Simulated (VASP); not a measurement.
# A VASP study of Sc2I (PW91): structure first, properties next, part 2 of 3

What structure does Sc2I take at this level, and what are its properties? The cell is generated by rule, not measured, and may not be a known phase.

VASP 6.6.1; PW91; plane waves and PAW (Sc_sv, I); invented cell.

Still holding for the runs below: This run has no spin polarisation. Its electron count is odd, so without a moment it is a metal by construction.

So far. Step 2 (Rough relaxation of the start cell): It ends with a largest force of 0.034 eV/Å and a pressure of -0.08 GPa.

## 3. Full relaxation (PW91)

Properties are meant for the cell that this level of theory prefers, so cell and atoms are relaxed first (ISIF = 3) until forces and stress are small; EDIFFG sets the threshold.

INCAR reads:

```
SYSTEM = Sc2I
PREC = Accurate
ENCUT = 400
EDIFF = 1E-06
NELM = 100
ISMEAR = -1
SIGMA = 0.05
LREAL = .FALSE.
ALGO = Normal
GGA = 91
NBANDS = 20
LORBIT = 11
LWAVE = .FALSE.
LCHARG = .FALSE.
IBRION = 2
NSW = 60
ISIF = 3
EDIFFG = -0.01
```

POSCAR reads:

```
Sc2I
1.0
   -1.8114214033      3.8489301591      2.7945156782
    1.8114214033     -3.8489301591      2.7945156782
    1.8114214033      3.8489301591     -2.7945156782
Sc I
2 1
Direct
    0.2948749615      0.0000000000      0.2948749615
    0.7051250385      0.0000000000      0.7051250385
    0.0000000000      0.5000000000      0.5000000000
```

KPOINTS reads:

```
Automatic mesh
0
Gamma
9 9 9
0 0 0
```

PAW data sets: Sc_sv and I (PBE family, release 64).

Run with:

```console
mpirun -np 1 vasp_std
```

What it wrote:

```text
[banner, memory and clock lines left out]
running    1 mpi-ranks, on    1 nodes
 distrk:  each k-point on    1 cores,    1 groups
 distr:  one band on    1 cores,    1 groups

 POSCAR found type information on POSCAR ScI
 POSCAR found :  2 types and       3 ions
 [... a notice as in an earlier step ...]

 LDA part: xc-table for (Slater(with rela. corr.)+CA(PZ))
 , standard interpolation
 POSCAR, INCAR and KPOINTS ok, starting setup
 FFT: planning ... GRIDC
 FFT: planning ... GRID_SOFT
 FFT: planning ... GRID
 WAVECAR not read
 entering main loop
       N       E                     dE             d eps       ncg     rms          rms(c)
DAV:   1     0.398181323185E+03    0.39818E+03   -0.11845E+04  5032   0.115E+03
DAV:   2     0.100267510974E+02   -0.38815E+03   -0.38208E+03  7096   0.565E+02
DAV:   3    -0.140480074161E+02   -0.24075E+02   -0.23257E+02  8104   0.153E+02
DAV:   4    -0.148949901948E+02   -0.84698E+00   -0.81880E+00  8336   0.223E+01
DAV:   5    -0.149190241410E+02   -0.24034E-01   -0.23826E-01  8404   0.335E+00    0.104E+01
DAV:   6    -0.138765942002E+02    0.10424E+01   -0.39080E+00  7196   0.195E+01    0.415E+00
DAV:   7    -0.138061482335E+02    0.70446E-01   -0.21494E-01  7856   0.369E+00    0.154E+00
DAV:   8    -0.137962172166E+02    0.99310E-02   -0.44573E-02  7252   0.125E+00    0.536E-01
DAV:   9    -0.137964783329E+02   -0.26112E-03   -0.41641E-03  8776   0.538E-01    0.385E-01
DAV:  10    -0.137965400790E+02   -0.61746E-04   -0.15747E-03  7996   0.334E-01    0.105E-01
DAV:  11    -0.137965286432E+02    0.11436E-04   -0.28170E-04  7144   0.148E-01    0.412E-02
DAV:  12    -0.137965289594E+02   -0.31619E-06   -0.10073E-05  6492   0.296E-02    0.764E-03
DAV:  13    -0.137965282261E+02    0.73332E-06   -0.28400E-06  5812   0.145E-02
   1 F= -.13796528E+02 E0= -.13770122E+02  d E =-.137965E+02
 curvature:   0.00 expect dE= 0.000E+00 dE for cont linesearch  0.000E+00
 trial: gam= 0.00000 g(F)=  0.489E-03 g(S)=  0.588E-01 ort = 0.000E+00 (trialstep = 0.100E+01)
 search vector abs. value=  0.593E-01
 bond charge predicted
       N       E                     dE             d eps       ncg     rms          rms(c)
DAV:   1    -0.142018760145E+02   -0.40535E+00   -0.13832E+01  7336   0.580E+01    0.418E+00
DAV:   2    -0.138762371204E+02    0.32564E+00   -0.13974E+00  7556   0.137E+01    0.139E+00
DAV:   3    -0.138433883256E+02    0.32849E-01   -0.60684E-02  7784   0.216E+00    0.597E-01
DAV:   4    -0.138382264007E+02    0.51619E-02   -0.17912E-02  8144   0.107E+00    0.286E-01
DAV:   5    -0.138381107212E+02    0.11568E-03   -0.97092E-04  7712   0.262E-01    0.168E-01
DAV:   6    -0.138381059180E+02    0.48032E-05   -0.29250E-04  7724   0.124E-01    0.161E-02
DAV:   7    -0.138381065235E+02   -0.60551E-06   -0.17331E-05  6528   0.321E-02    0.120E-02
DAV:   8    -0.138381079405E+02   -0.14170E-05   -0.21593E-06  5260   0.133E-02    0.361E-03
DAV:   9    -0.138381079467E+02   -0.61386E-08   -0.31352E-07  3904   0.102E-02
   2 F= -.13838108E+02 E0= -.13810203E+02  d E =-.415797E-01
[... from here on, the cycles between the ionic steps are left out ...]
   3 F= -.13850153E+02 E0= -.13821820E+02  d E =-.536244E-01
   4 F= -.13887523E+02 E0= -.13861504E+02  d E =-.373700E-01
   5 F= -.13901811E+02 E0= -.13878200E+02  d E =-.516585E-01
   6 F= -.13901969E+02 E0= -.13878687E+02  d E =-.518161E-01
   7 F= -.13917858E+02 E0= -.13896354E+02  d E =-.158892E-01
   8 F= -.13948869E+02 E0= -.13932023E+02  d E =-.469006E-01
   9 F= -.13949055E+02 E0= -.13932866E+02  d E =-.470860E-01
  10 F= -.13948707E+02 E0= -.13931728E+02  d E =0.348011E-03
  11 F= -.13954317E+02 E0= -.13937791E+02  d E =-.526218E-02
  12 F= -.13956150E+02 E0= -.13939659E+02  d E =-.183264E-02
  13 F= -.13956778E+02 E0= -.13940288E+02  d E =-.246110E-02
  14 F= -.13958045E+02 E0= -.13941597E+02  d E =-.126704E-02
  15 F= -.13959174E+02 E0= -.13942803E+02  d E =-.239635E-02
  16 F= -.13959252E+02 E0= -.13942908E+02  d E =-.247439E-02
  17 F= -.13959681E+02 E0= -.13943582E+02  d E =-.429025E-03
  18 F= -.13959681E+02 E0= -.13943586E+02  d E =-.428812E-03
  19 F= -.13960141E+02 E0= -.13944156E+02  d E =-.460006E-03
  20 F= -.13960661E+02 E0= -.13944840E+02  d E =-.979600E-03
  21 F= -.13960988E+02 E0= -.13945467E+02  d E =-.130654E-02
  22 F= -.13960993E+02 E0= -.13945413E+02  d E =-.131137E-02
  23 F= -.13960995E+02 E0= -.13945441E+02  d E =-.131385E-02
  24 F= -.13961058E+02 E0= -.13945522E+02  d E =-.631470E-04
  25 F= -.13961106E+02 E0= -.13945562E+02  d E =-.111258E-03
 curvature:  -1.62 expect dE=-0.343E-04 dE for cont linesearch -0.106E-08
 trial: gam= 0.18780 g(F)=  0.983E-05 g(S)=  0.114E-04 ort = 0.342E-06 (trialstep = 0.310E+01)
 search vector abs. value=  0.276E-04
 bond charge predicted
       N       E                     dE             d eps       ncg     rms          rms(c)
DAV:   1    -0.139610197481E+02    0.86899E-04   -0.52455E-02  7512   0.524E+00    0.107E-01
DAV:   2    -0.139611626188E+02   -0.14287E-03   -0.44518E-03  6360   0.598E-01    0.326E-02
DAV:   3    -0.139611558480E+02    0.67708E-05   -0.14684E-04  8208   0.123E-01    0.184E-02
DAV:   4    -0.139611518468E+02    0.40012E-05   -0.22486E-05  8360   0.562E-02    0.886E-03
DAV:   5    -0.139611518916E+02   -0.44786E-07   -0.71560E-07  3980   0.117E-02
  26 F= -.13961152E+02 E0= -.13945651E+02  d E =-.455538E-04
 trial-energy change:   -0.000046  1 .order   -0.000047   -0.000066   -0.000028
 step:   5.4495(harm=  5.4495)  dis= 0.00416  next Energy=   -13.961164 (dE=-0.580E-04)
 reached required accuracy - stopping structural energy minimisation
```

Wall time 48 min (1 MPI rank of AMD EPYC 7R43, shared host); peak memory 0.29 GiB.

Parts of OUTCAR (step 3):

```text
  LATTYP: Found a body centered orthorhombic cell.
 ALAT       =     3.6228428066
 B/A-ratio  =     1.5427198073
 C/A-ratio  =     2.1248121238

The static configuration has the point symmetry D_2h.

 Found    125 irreducible k-points:

   k-points           NKPTS =    125   k-points in BZ     NKDIM =    125   number of bands    NBANDS=     20

   dimension x,y,z NGX =    36 NGY =   36 NGZ =   36
   dimension x,y,z NGXF=    72 NGYF=   72 NGZF=   72

   ENCUT  =  400.0 eV  29.40 Ry    5.42 a.u.   8.30  8.30  8.30*2*pi/ulx,y,z

   NELECT =      29.0000    total number of electrons

 E-fermi :   5.6213

 k-point     1 :       0.0000    0.0000    0.0000
  band No.  band energies     occupation
    ...
     11       0.2544      2.00000
     12       2.9678      2.00000
     13       2.9916      2.00000
     14       5.0673      1.99997
     15       5.4111      1.97058
     16       6.2457      0.00001
     17       6.8648      0.00000
     18       7.6914      0.00000
     19       7.8007      0.00000
     20       8.1870      0.00000

 k-point     2 :       0.1111    0.0000   -0.0000
  band No.  band energies     occupation
    ...
     11       0.1419      2.00000
     12       2.9754      2.00000
     13       3.2615      2.00000
     14       5.0001      1.99999
     15       5.5299      1.72327
     16       6.3369      0.00000
     17       6.7667      0.00000
     18       7.5675      0.00000
     19       7.6467      0.00000
     20       7.8535      0.00000

  Total        0.0022005      0.0109154      0.0226676      0.0000000      0.0000000      0.0000000
  in kB        0.0435201      0.2158781      0.4483050      0.0000000      0.0000000      0.0000000
  external PRESSURE =       0.2359011 kB  Pullay stress =       0.0000000 kB

  energy-cutoff  :      400.00
  volume of cell :       81.01
      direct lattice vectors                 reciprocal lattice vectors
    -1.809910784  4.675361436  2.393375516     0.000000000  0.106943604  0.208909967
     1.809910784 -4.675361436  2.393375516     0.276256711  0.000000000  0.208909967
     1.809910784  4.675361436 -2.393375516     0.276256711  0.106943604  0.000000000

 POSITION                                       TOTAL-FORCE (eV/Angst)
 -----------------------------------------------------------------------------------
      0.00000      2.83630      0.00000         0.000000      0.005955      0.000000
      0.00000      6.51443      0.00000        -0.000000     -0.005955     -0.000000
      1.80991      0.00000      0.00000         0.000000      0.000000      0.000000
 -----------------------------------------------------------------------------------
    total drift:                               -0.000000     -0.000000      0.000000

  FREE ENERGIE OF THE ION-ELECTRON SYSTEM (eV)
  ---------------------------------------------------
  free  energy   TOTEN  =       -13.9611518916 eV

  energy  without entropy=      -13.9301498961  energy(sigma->0) =      -13.94565089

 total charge
# of ion       s       p       d       tot
------------------------------------------
    1        2.237   6.071   1.086   9.394
    2        2.237   6.071   1.086   9.394
    3        1.520   2.705   0.086   4.311
--------------------------------------------------
tot          5.995  14.846   2.258  23.099

[... 2 parts as in an earlier step ...]

[... 7 further parts left out ...]
```

CONTCAR:

```
Sc2I
   1.00000000000000
    -1.8099107843272535    4.6753614357214479    2.3933755163889407
     1.8099107843272535   -4.6753614357214479    2.3933755163889407
     1.8099107843272535    4.6753614357214479   -2.3933755163889407
  Sc              I
     2     1
Direct
     0.3033236728738429    0.0000000000000000    0.3033236728738429
     0.6966763271261568    0.0000000000000000    0.6966763271261568
     0.0000000000000000    0.5000000000000000    0.5000000000000000
```

Relaxation path (22 of 26):

| step | energy less that of the first step (eV) | largest force (eV/Å) | pressure (GPa) | volume (Å³) |
| --- | --- | --- | --- | --- |
| 1 | 0.0000 | 0.0712 | 1.36 | 77.93 |
| 2 | -0.0416 | 0.0080 | -0.21 | 80.42 |
| 3 | -0.0536 | 0.0465 | -1.24 | 82.42 |
| 5 | -0.1053 | 0.0379 | 0.21 | 80.02 |
| 6 | -0.1054 | 0.0350 | 0.32 | 79.85 |
| 7 | -0.1213 | 0.0364 | 0.30 | 79.99 |
| 8 | -0.1523 | 0.0836 | 0.51 | 80.06 |
| 9 | -0.1525 | 0.1122 | 0.64 | 80.00 |
| 11 | -0.1578 | 0.0877 | -0.15 | 81.45 |
| 12 | -0.1596 | 0.0731 | 0.00 | 81.02 |
| 13 | -0.1602 | 0.0584 | 0.15 | 80.62 |
| 14 | -0.1615 | 0.0423 | 0.06 | 80.72 |
| 15 | -0.1626 | 0.0151 | -0.06 | 80.89 |
| 16 | -0.1627 | 0.0057 | -0.12 | 80.95 |
| 18 | -0.1632 | 0.0052 | 0.08 | 80.60 |
| 19 | -0.1636 | 0.0066 | 0.07 | 80.69 |
| 20 | -0.1641 | 0.0090 | 0.04 | 80.84 |
| 21 | -0.1645 | 0.0161 | -0.01 | 81.12 |
| 22 | -0.1645 | 0.0155 | -0.01 | 81.06 |
| 24 | -0.1645 | 0.0052 | 0.00 | 81.06 |
| 25 | -0.1646 | 0.0101 | -0.01 | 81.07 |
| 26 | -0.1646 | 0.0060 | 0.02 | 81.01 |

| cell as run | before | after | change |
| --- | --- | --- | --- |
| a (Å) | 5.090 | 5.555 | +9.2 % |
| b (Å) | 5.090 | 5.555 | +9.2 % |
| c (Å) | 5.090 | 5.555 | +9.2 % |
| α (°) | 138.30 | 141.97 | +2.7 % |
| β (°) | 81.74 | 65.39 | -20.0 % |
| γ (°) | 113.40 | 128.96 | +13.7 % |
| volume (Å³/atom) | 25.98 | 27.00 | +3.9 % |

The atoms that moved most (Å, as changes of fractional coordinates times the final cell):

| atom | dx | dy | dz | length |
| --- | --- | --- | --- | --- |
| Sc1 | 0.000 | 0.079 | 0.000 | 0.079 |
| Sc2 | 0.000 | -0.079 | 0.000 | 0.079 |

Final coordinates:

```xyz
3
Lattice="-1.8099 4.6754 2.3934 1.8099 -4.6754 2.3934 1.8099 4.6754 -2.3934" Properties=species:S:1:pos:R:3 pbc="T T T"
Sc    0.0000    2.8363    0.0000
Sc    0.0000    6.5144    0.0000
I     1.8099    0.0000    0.0000
```

This step gave:

```
irreducible k-points            : 125
free energy (TOTEN)             : -13.96 eV
energy at zero smearing         : -13.95 eV
Fermi energy                    : 5.621 eV
pressure                        : 0.02359 GPa
SCF cycles over all ionic steps : 175
```

It ends with a largest force of 0.006 eV/Å and a pressure of 0.02 GPa.

[end of part 2 of 3]

[Lines on the potential files, build, host, timing and source positions are cut from VASP's logs without a mark.]

[Logs are printed without paths, hosts, clocks, repeated set-up lines and the standing remarks that a program may print on its own settings, such as how far it seeks lower states.]

[Hosts, paths, dates, database ids (printed as entryN), source tags and the programs' standing remarks are cut or masked in the printed files.]

[A measured line is paired with the nearest computed mode of its activity, which favours agreement.]
